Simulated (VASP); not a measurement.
# A VASP study of Cs2Ba (optB88-vdW): structure first, properties next, part 5 of 5

What structure does Cs2Ba take at this level, and what are its properties? The cell is generated by rule, not measured, and may not be a known phase.

VASP 6.6.1; optB88-vdW; plane waves and PAW (Cs_sv, Ba_sv); invented cell.

Still holding for the runs below: The k-mesh is coarse for a metal.

So far. Step 11 (Volume scan with optB88-vdW (run 4)): The pressure falls from 0.06 to 0.01 GPa. Step 11 (Volume scan with optB88-vdW (run 4)): The run ends at a pressure of 0.01 GPa.

## (12) Volume scan with optB88-vdW (run 5)

INCAR reads:

```
SYSTEM = Cs2Ba
PREC = Accurate
ENCUT = 400
EDIFF = 1E-06
NELM = 100
ISMEAR = 0
SIGMA = 0.05
LREAL = .FALSE.
ALGO = Normal
GGA = BO
AGGAC = 0
LUSE_VDW = .TRUE.
PARAM1 = 0.1833333333
PARAM2 = 0.22
LASPH = .TRUE.
NBANDS = 20
LORBIT = 11
LWAVE = .FALSE.
LCHARG = .FALSE.
ISIF = 2
```

POSCAR reads:

```
Cs2Ba
1.0
    8.8862050224      0.0000000000      0.0000000000
    0.0000000000      8.8862050224      0.0000000000
    0.0000000000      0.0000000000      4.3105743766
Cs Ba
2 1
Direct
    0.0000000000      0.5000000000      0.0000000000
    0.5000000000      0.0000000000      0.0000000000
    0.0000000000      0.0000000000      0.0000000000
```

KPOINTS reads:

```
Automatic mesh
0
Gamma
3 3 6
0 0 0
```

The projector-augmented-wave data sets are Cs_sv and Ba_sv (PBE family, release 64).

The run is started by

```
$ mpirun -np 1 vasp_std
```

The log of the run:

```text
[... set-up lines as in an earlier step ...]
 entering main loop
       N       E                     dE             d eps       ncg     rms          rms(c)
DAV:   1     0.225933373740E+03    0.22593E+03   -0.83896E+03   480   0.848E+02
DAV:   2     0.333934782239E+02   -0.19254E+03   -0.18920E+03   676   0.181E+02
DAV:   3     0.624427822148E+01   -0.27149E+02   -0.27002E+02   576   0.749E+01
DAV:   4     0.517137650308E+01   -0.10729E+01   -0.10625E+01   776   0.155E+01
[...]
DAV:  13     0.556803975041E+01   -0.14598E-04   -0.28135E-05   568   0.147E-02    0.273E-03
DAV:  14     0.556803740559E+01   -0.23448E-05   -0.62381E-06   492   0.677E-03    0.919E-04
DAV:  15     0.556803721655E+01   -0.18904E-06   -0.44054E-07   448   0.193E-03
   1 F= 0.55680372E+01 E0= 0.55771861E+01  d E =-.182977E-01
```

The job ended after 3 min (1 MPI rank of AMD EPYC 7R43, shared host; peak memory 0.77 GiB).

From OUTCAR (step 12):

```text
  Total       -0.0285222     -0.0285222     -0.0764922      0.0000000      0.0000000      0.0000000
  in kB       -0.1342538     -0.1342538     -0.3600474      0.0000000      0.0000000      0.0000000
  external PRESSURE =      -0.2095183 kB  Pullay stress =       0.0000000 kB

 POSITION                                       TOTAL-FORCE (eV/Angst)
 -----------------------------------------------------------------------------------
      0.00000      4.44310      0.00000         0.000000      0.000000      0.000000
      4.44310      0.00000      0.00000         0.000000      0.000000      0.000000
      0.00000      0.00000      0.00000         0.000000      0.000000      0.000000
 -----------------------------------------------------------------------------------
    total drift:                               -0.000000     -0.000000     -0.000000

  FREE ENERGIE OF THE ION-ELECTRON SYSTEM (eV)
  ---------------------------------------------------
  free  energy   TOTEN  =         5.5680372166 eV

  energy  without entropy=        5.5863349142  energy(sigma->0) =        5.57718607

[... 1 part as in an earlier step ...]

[... 2 further parts left out ...]
[key lines of the parts left out:]
E-fermi :   0.1672
```

The pressure falls from 0.01 to -0.02 GPa.

The run ends at a pressure of -0.02 GPa.

## (13) Volume scan with optB88-vdW (run 6)

INCAR is that of step 12.

POSCAR reads:

```
Cs2Ba
1.0
    8.9439092693      0.0000000000      0.0000000000
    0.0000000000      8.9439092693      0.0000000000
    0.0000000000      0.0000000000      4.3385659036
Cs Ba
2 1
Direct
    0.0000000000      0.5000000000      0.0000000000
    0.5000000000      0.0000000000      0.0000000000
    0.0000000000      0.0000000000      0.0000000000
```

KPOINTS is that of step 12.

The run is started by

```
$ mpirun -np 1 vasp_std
```

The log of the run:

```text
[... set-up lines as in an earlier step ...]
 entering main loop
       N       E                     dE             d eps       ncg     rms          rms(c)
DAV:   1     0.226216936311E+03    0.22622E+03   -0.84530E+03   480   0.847E+02
DAV:   2     0.338171949907E+02   -0.19240E+03   -0.18963E+03   644   0.182E+02
DAV:   3     0.623092025549E+01   -0.27586E+02   -0.27484E+02   576   0.745E+01
DAV:   4     0.519454574769E+01   -0.10364E+01   -0.10306E+01   764   0.153E+01
[...]
DAV:  13     0.556904754746E+01   -0.19502E-04   -0.36960E-05   532   0.164E-02    0.395E-03
DAV:  14     0.556904438453E+01   -0.31629E-05   -0.96256E-06   560   0.950E-03    0.137E-03
DAV:  15     0.556904420973E+01   -0.17481E-06   -0.64386E-07   496   0.245E-03
   1 F= 0.55690442E+01 E0= 0.55786105E+01  d E =-.191326E-01
```

It took 3 min on 1 MPI rank; peak memory 0.77 GiB.

OUTCAR, selected parts (step 13):

```text
  Total       -0.0688408     -0.0688408     -0.1105993      0.0000000      0.0000000     -0.0000000
  in kB       -0.3178012     -0.3178012     -0.5105779      0.0000000      0.0000000     -0.0000000
  external PRESSURE =      -0.3820601 kB  Pullay stress =       0.0000000 kB

 POSITION                                       TOTAL-FORCE (eV/Angst)
 -----------------------------------------------------------------------------------
      0.00000      4.47195      0.00000         0.000000      0.000000      0.000000
      4.47195      0.00000      0.00000         0.000000      0.000000      0.000000
      0.00000      0.00000      0.00000         0.000000      0.000000      0.000000
 -----------------------------------------------------------------------------------
    total drift:                               -0.000000     -0.000000     -0.000000

  FREE ENERGIE OF THE ION-ELECTRON SYSTEM (eV)
  ---------------------------------------------------
  free  energy   TOTEN  =         5.5690442097 eV

  energy  without entropy=        5.5881768080  energy(sigma->0) =        5.57861051

[... 1 part as in an earlier step ...]

[... 2 further parts left out ...]
[key lines of the parts left out:]
E-fermi :   0.1323
```

The pressure falls from -0.02 to -0.04 GPa.

The run ends at a pressure of -0.04 GPa.

## (14) Volume scan with optB88-vdW (run 7)

A prediction first. A parabola through the 6 pressures of evenly scaled cells so far, P = 0.01 -1.8 t +12 t² GPa with t = ln(V/V₁) and V₁ the volume at scale 1, gives -0.05 GPa at t = +0.0583.

INCAR is that of step 13.

POSCAR reads:

```
Cs2Ba
1.0
    9.0008783802      0.0000000000      0.0000000000
    0.0000000000      9.0008783802      0.0000000000
    0.0000000000      0.0000000000      4.3662008264
Cs Ba
2 1
Direct
    0.0000000000      0.5000000000      0.0000000000
    0.5000000000      0.0000000000      0.0000000000
    0.0000000000      0.0000000000      0.0000000000
```

KPOINTS is that of step 13.

The run is started by

```
$ mpirun -np 1 vasp_std
```

The log of the run:

```text
[... set-up lines as in an earlier step ...]
 entering main loop
       N       E                     dE             d eps       ncg     rms          rms(c)
DAV:   1     0.225250553682E+03    0.22525E+03   -0.83067E+03   480   0.842E+02
DAV:   2     0.331688815430E+02   -0.19208E+03   -0.18945E+03   640   0.181E+02
DAV:   3     0.627157620901E+01   -0.26897E+02   -0.26764E+02   576   0.755E+01
DAV:   4     0.521113920326E+01   -0.10604E+01   -0.10535E+01   780   0.155E+01
[...]
DAV:  13     0.557046725799E+01   -0.14734E-04   -0.25326E-05   516   0.130E-02    0.401E-03
DAV:  14     0.557046391150E+01   -0.33465E-05   -0.98330E-06   508   0.100E-02    0.137E-03
DAV:  15     0.557046372056E+01   -0.19094E-06   -0.63023E-07   480   0.254E-03
   1 F= 0.55704637E+01 E0= 0.55797572E+01  d E =-.185870E-01
```

Run time: 3 min. Hardware: 1 MPI rank; peak memory 0.79 GiB.

Parts of OUTCAR (step 14):

```text
  Total       -0.1086538     -0.1086538     -0.0645319      0.0000000      0.0000000      0.0000000
  in kB       -0.4921322     -0.4921322     -0.2922883      0.0000000      0.0000000      0.0000000
  external PRESSURE =      -0.4255176 kB  Pullay stress =       0.0000000 kB

 POSITION                                       TOTAL-FORCE (eV/Angst)
 -----------------------------------------------------------------------------------
      0.00000      4.50044      0.00000         0.000000      0.000000      0.000000
      4.50044      0.00000      0.00000         0.000000      0.000000      0.000000
      0.00000      0.00000      0.00000         0.000000      0.000000      0.000000
 -----------------------------------------------------------------------------------
    total drift:                               -0.000000     -0.000000     -0.000000

  FREE ENERGIE OF THE ION-ELECTRON SYSTEM (eV)
  ---------------------------------------------------
  free  energy   TOTEN  =         5.5704637206 eV

  energy  without entropy=        5.5890507461  energy(sigma->0) =        5.57975723

[... 1 part as in an earlier step ...]

[... 2 further parts left out ...]
[key lines of the parts left out:]
E-fermi :   0.0973
```

The pressure falls from -0.04 to -0.04 GPa. The parabola predicted -0.05 GPa, -0.01 GPa off.

## (15) Side by side

Times are for 1 MPI rank of AMD EPYC 7R43, shared host. The series side by side:

| no. | volume scale | energy above the lowest point (meV/atom) | pressure (GPa) | time | memory (GiB) |
| --- | --- | --- | --- | --- | --- |
| 1 | 0.94 | 3.55 | 0.1697 | 2.5 min | 0.71 |
| 2 | 0.96 | 1.57 | 0.1101 | 2.8 min | 0.79 |
| 3 | 0.98 | 0.42 | 0.05677 | 2.8 min | 0.79 |
| 4 | 1 | 0 | 0.01216 | 2.9 min | 0.79 |
| 5 | 1.02 | 0.15 | -0.02095 | 3 min | 0.77 |
| 6 | 1.04 | 0.62 | -0.03821 | 3 min | 0.77 |
| 7 | 1.06 | 1.01 | -0.04255 | 3 min | 0.79 |

## (16) Fit for optB88-vdW

This step: Birch-Murnaghan fit, optB88-vdW; plane waves and PAW; invented cell (VASP 6.6.1).

No new run; the numbers come from the runs before.

The fit is poor or the pressure derivative of its modulus unusual (most solids lie near 4 to 5), which can come from the mesh or from a state that changes along the scan.

Numbers from this step:

- pressure derivative of the bulk modulus: 23.23
- r.m.s. error of the fit: 4.69e-5 eV/atom
- minimum inside the sampled range: yes
- bulk modulus: 1.536 GPa
- equilibrium volume of the fit: 111.7 Å³/atom

The energy above the fitted minimum by volume:

| volume (Å³/atom) | energy above the fitted minimum (eV/atom) |
| --- | --- |
| 104.56 | 0.00350 |
| 106.79 | 0.00152 |
| 109.01 | 3.8e-4 |
| 111.24 | -4.9e-5 |
| 113.46 | 1.0e-4 |
| 115.69 | 5.7e-4 |
| 117.91 | 9.6e-4 |

The fitted volume lies +0.44 % from the relaxed one.

## (17) Summary of results

```yaml
relaxed_volume: 111.2 Å³/atom
relaxed_conventional_cell_a_b_c: 8.828, 8.828, 4.282 Å
space_group_after_relaxing_within_0p02_a: P4/mmm (No. 123)
band_gap: none, a metal
dos_at_the_fermi_level: 12.0 states/eV/cell
```

**Reading.** With optB88-vdW, Cs2Ba relaxes to 111.2 Å³/atom in space group P4/mmm (held by the symmetry of the run) and comes out as a metal. Bands along the symmetry lines (optB88-vdW): Of the bands kept, 3 cross the Fermi level on this path. The k-sampling is coarse for a metal, so the Fermi level, pressures and the shape of the cell carry errors. No search among competing phases was made. All values are for a static lattice at zero temperature.

[Lines on the potential files, build, host, timing and source positions are cut from VASP's logs without a mark.]

[Logs are printed without paths, hosts, clocks, repeated set-up lines and the standing remarks that a program may print on its own settings, such as how far it seeks lower states.]

[Hosts, paths, dates, database ids (printed as entryN), source tags and the programs' standing remarks are cut or masked in the printed files.]

[A measured line is paired with the nearest computed mode of its activity, which favours agreement.]
